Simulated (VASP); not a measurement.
Computed with vdW-DF-cx, VASP's PBE PAW potentials (set 64) (plane waves; VASP).

Input for VASP

INCAR:
```
SYSTEM=Si
PREC=Accurate; ENCUT=520; LREAL=.FALSE.
LASPH=.TRUE.
EDIFF=1E-7; NELM=100; ALGO=Normal
ISMEAR=0; SIGMA=0.05
GGA=CX; LUSE_VDW=.TRUE.; AGGAC=0.0
ISIF=2
LWAVE=.FALSE.; LCHARG=.FALSE.
```

File POSCAR:
```
Si
1
    0.0000000000     2.7500954980     2.7500954980
    2.7500954980     0.0000000000     2.7500954980
    2.7500954980     2.7500954980     0.0000000000
Si
2
Direct
  0.0000000000   0.0000000000   0.0000000000
  0.2500000000   0.2500000000   0.2500000000
```

File KPOINTS:
```
Automatic mesh
0
Gamma
8 8 8
0 0 0
```

POTCAR, in this order: Si (PBE.64 set). Program: vasp_std.

Output of the run:

File OSZICAR:
```
       N       E                     dE             d eps       ncg     rms          rms(c)
DAV:   1     0.953996967137E+01    0.95400E+01   -0.33658E+03   464   0.781E+02
DAV:   2    -0.862494600410E+01   -0.18165E+02   -0.17326E+02   744   0.836E+01
DAV:   3    -0.885433479175E+01   -0.22939E+00   -0.22939E+00   560   0.117E+01
DAV:   4    -0.885562881698E+01   -0.12940E-02   -0.12940E-02   784   0.106E+00
DAV:   5    -0.885563063238E+01   -0.18154E-05   -0.18154E-05   568   0.255E-02    0.485E+00
DAV:   6    -0.876315685423E+01    0.92474E-01   -0.69866E-02   536   0.137E+00    0.297E+00
DAV:   7    -0.871897291688E+01    0.44184E-01   -0.14692E-01   560   0.207E+00    0.175E-01
DAV:   8    -0.871970125231E+01   -0.72834E-03   -0.44523E-03   528   0.471E-01    0.639E-02
DAV:   9    -0.871974332101E+01   -0.42069E-04   -0.14500E-04   688   0.888E-02    0.615E-02
DAV:  10    -0.871977270560E+01   -0.29385E-04   -0.59584E-05   528   0.573E-02    0.323E-02
DAV:  11    -0.871977262560E+01    0.80005E-07   -0.88743E-07   632   0.765E-03
   1 F= -.87197726E+01 E0= -.87197726E+01  d E =-.239317E-13
```

**OUTCAR**
```
------------------------ aborting loop because EDIFF is reached ----------------------------------------
  FORCE on cell =-STRESS in cart. coord.  units (eV):
  Direction    XX          YY          ZZ          XY          YZ          ZX
  --------------------------------------------------------------------------------------
  Total       -0.6679296     -0.6679296     -0.6679296     -0.0000000     -0.0000000     -0.0000000
  in kB      -25.7257436    -25.7257436    -25.7257436     -0.0000000     -0.0000000     -0.0000000
  external PRESSURE =     -25.7257436 kB  Pullay stress =       0.0000000 kB
  volume of cell :       41.60
      direct lattice vectors                 reciprocal lattice vectors
     0.000000000  2.750095498  2.750095498    -0.181811868  0.181811868  0.181811868
     2.750095498  0.000000000  2.750095498     0.181811868 -0.181811868  0.181811868
     2.750095498  2.750095498  0.000000000     0.181811868  0.181811868 -0.181811868
 POSITION                                       TOTAL-FORCE (eV/Angst)
 -----------------------------------------------------------------------------------
      0.00000      0.00000      0.00000        -0.000000     -0.000000     -0.000000
      1.37505      1.37505      1.37505         0.000000      0.000000      0.000000
 -----------------------------------------------------------------------------------
    total drift:                               -0.000000     -0.000000     -0.000000
  FREE ENERGIE OF THE ION-ELECTRON SYSTEM (eV)
  ---------------------------------------------------
  free  energy   TOTEN  =        -8.7197726256 eV

  energy  without entropy=       -8.7197726256  energy(sigma->0) =       -8.71977263
```
(Selected blocks of OUTCAR.)

The compound is Si in the diamond structure. This cell is one point of a volume scan, at 1.03 of the reference volume.
